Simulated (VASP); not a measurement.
A run of VASP 6.6.1:

File INCAR:

```
PREC = Accurate
ENCUT = 600
EDIFF = 1E-7
ISMEAR = 0
SIGMA = 0.02
LREAL = F
LASPH = T
NELM = 60
ALGO = Fast
ISIF = 3
LWAVE = F
LCHARG = F
GGA = PE
IBRION = 2
NSW = 80
EDIFFG = -0.004
```

The input KPOINTS:

```
Automatic mesh
0
Gamma
  9 9 6
```

File POSCAR:

```
AlN
1.0
    3.1130000000      0.0000000000      0.0000000000
   -1.5565000000      2.6959370800      0.0000000000
    0.0000000000      0.0000000000      4.9810000000
Al N
2 2
Direct
    0.3333333300      0.6666666700      0.0000000000
    0.6666666700      0.3333333300      0.5000000000
    0.3333333300      0.6666666700      0.3800000000
    0.6666666700      0.3333333300      0.8800000000
```

Potentials or basis: VASP PAW PBE potentials, release 64 (Al, N).

Launch:

```sh
$ cat potpaw_PBE.64/Al/POTCAR potpaw_PBE.64/N/POTCAR > POTCAR
$ mpirun -np 1 vasp_std > vasp.out
```

Hardware: 1 thread of Intel(R) Xeon(R) Platinum 8259CL CPU @ 2.50GHz (Skylake/Cascade Lake) (shared host).

Task: How long does it take, and how much memory?

Result: Wall time 100 s on 1 thread of Intel(R) Xeon(R) Platinum 8259CL CPU @ 2.50GHz (Skylake/Cascade Lake), with other jobs on the host, peak memory 0.19 GiB. Counts: scf iterations 53, k points 48, ion steps 7.
